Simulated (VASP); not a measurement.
```xyz
3
Lattice="0.0000 2.7833 2.7833 2.7833 0.0000 2.7833 2.7833 2.7833 0.0000" Properties=species:S:1:pos:R:3 pbc="T T T"
Pb     0.0000     0.0000     0.0000
F      1.3917     1.3917     1.3917
F      4.1750     4.1750     4.1750
```

These are PBEsol GGA, VASP's PBE PAW potentials (set 64) (plane waves; VASP) values and carry that method's errors. Run with 620 eV cut-off, 7×7×7 Γ-centred mesh, Gaussian smearing of 0.050 eV, potentials Pb_d F.

Energy and stress use the plane-wave basis of the starting cell.

Problem. The ions, cell shape and volume at an external pressure of 30.0 GPa are relaxed. Which structure does the run end with?

Solution. 
```xyz
3
Lattice="0.0000 2.7337 2.7337 2.7337 0.0000 2.7337 2.7337 2.7337 0.0000" Properties=species:S:1:pos:R:3 pbc="T T T"
Pb     0.0000     0.0000     0.0000
F      1.3668     1.3668     1.3668
F      4.1005     4.1005     4.1005
```
Space group Fm-3m (225), at a tolerance of 0.03 Å.

Problem. How do energy and volume change from the first to the last step?

Solution. The energy (σ→0) changes by +116.1 meV/atom and the volume by -5.3 %, in 3 ionic steps.

The compound is PbF2 in the fluorite structure, the β form. This run relaxes it under an external pressure of 30 GPa. Symmetry was kept, so distortions that lower it aren't found.
